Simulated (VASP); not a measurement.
Computed with PBE GGA, VASP's PBE PAW potentials (set 64) (plane waves; VASP).

Input for VASP

INCAR:
```
! general
SYSTEM  = Rb
PREC    = Normal
ENCUT   = 400   ! plane-wave cut-off (eV)
LREAL   = .False.   ! projection in real space or not
LASPH   = .True.   ! aspherical one-centre terms

! electronic loop
EDIFF   = 1E-5   ! SCF stop (eV)
NELM    = 100   ! most electronic steps
NELMIN  = 4
ALGO    = Fast   ! Davidson, then RMM-DIIS
LMAXMIX = 4

! smearing
ISMEAR  = 1
SIGMA   = 0.1   ! width (eV)

! functional
GGA     = PE   ! PBE

! ions
IBRION  = 2   ! conjugate gradients
NSW     = 20   ! most ionic steps
ISIF    = 2   ! forces and stress, cell fixed
EDIFFG  = -0.03   ! ionic stop

! output
LWAVE   = .False.
LCHARG  = .False.
```

KPOINTS:
```
Automatic mesh
0
Gamma
10 10 10
0 0 0
```

File POSCAR:
```
Rb
1
   -2.8361931749     2.8361931749     2.8361931749
    2.8361931749    -2.8361931749     2.8361931749
    2.8361931749     2.8361931749    -2.8361931749
Rb
1
Direct
  0.0000000000   0.0000000000   0.0000000000
```

POTCAR, in this order: Rb_sv (PBE.64 set). Program: vasp_std.

Predict the energy per atom (σ→0), band gap (on the k-mesh).

```yaml
energy per atom (σ→0): -0.933 eV/atom
band gap (on the k-mesh): none (metal, semimetal or under 0.01 eV)
```

File OSZICAR:
```
...
DAV:   3    -0.896099715802E+00   -0.18705E+01   -0.18699E+01  1072   0.329E+01
DAV:   4    -0.930925915312E+00   -0.34826E-01   -0.34741E-01  1176   0.370E+00
DAV:   5    -0.931133188944E+00   -0.20727E-03   -0.20725E-03  1176   0.213E-01    0.117E+00
RMM:   6    -0.931769189799E+00   -0.63600E-03   -0.13392E-03   754   0.271E-01    0.714E-01
RMM:   7    -0.932699213592E+00   -0.93002E-03   -0.34400E-03   752   0.424E-01    0.468E-02
RMM:   8    -0.932810083215E+00   -0.11087E-03   -0.17096E-04   772   0.977E-02    0.665E-03
RMM:   9    -0.932811894566E+00   -0.18114E-05   -0.28496E-05   609   0.340E-02
   1 F= -.93281189E+00 E0= -.93254875E+00  d E =-.932812E+00
```

The compound is Rb in the bcc structure. It was relaxed first.
